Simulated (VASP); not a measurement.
A convergence study with VASP on Be (hcp): one setting is varied, all else stays as given below, so the limit is that of these other settings. Each run relaxes cell and ions from the cell shown.

```xyz
2
Lattice="1.1450 -1.9832 0.0000 1.1450 1.9832 0.0000 0.0000 0.0000 3.5800" Properties=species:S:1:pos:R:3 pbc="T T T"
Be     1.1450     0.6611     0.8950
Be     1.1450    -0.6611     2.6850
```

Calculation: PBE GGA, VASP's PBE PAW potentials (set 64) (plane waves; VASP). The tightest run used: 550 eV cut-off, 23×23×13 Γ-centred mesh, first-order Methfessel-Paxton smearing of 0.10 eV, potentials Be.

```tsv
setting	relaxed volume (Å³/atom)	E (eV/atom)	irreducible k-points
2×2×1 mesh	9.021	-4.2149	2
3×3×2 mesh	8.607	-3.1463	6
4×4×2 mesh	8.427	-3.7319	8
5×5×3 mesh	7.917	-3.7544	10
6×6×3 mesh	7.994	-3.7218	14
7×7×4 mesh	7.989	-3.7123	24
```

**Question.** These are the cheaper rows. Estimate the results at 23×23×13 mesh, and how far the last row shown lies from them.

**Answer.** 
| quantity | tightest run | last row shown is off by |
|---|---|---|
| relaxed volume (Å³/atom) | 7.916 | 0.073 |
| E (eV/atom) | -3.7682 | 0.0559 |

Left out are rungs that failed or repeat a setting and relaxations that didn't move; long series are thinned to 24 rows.

The compound is Be in the hcp structure.
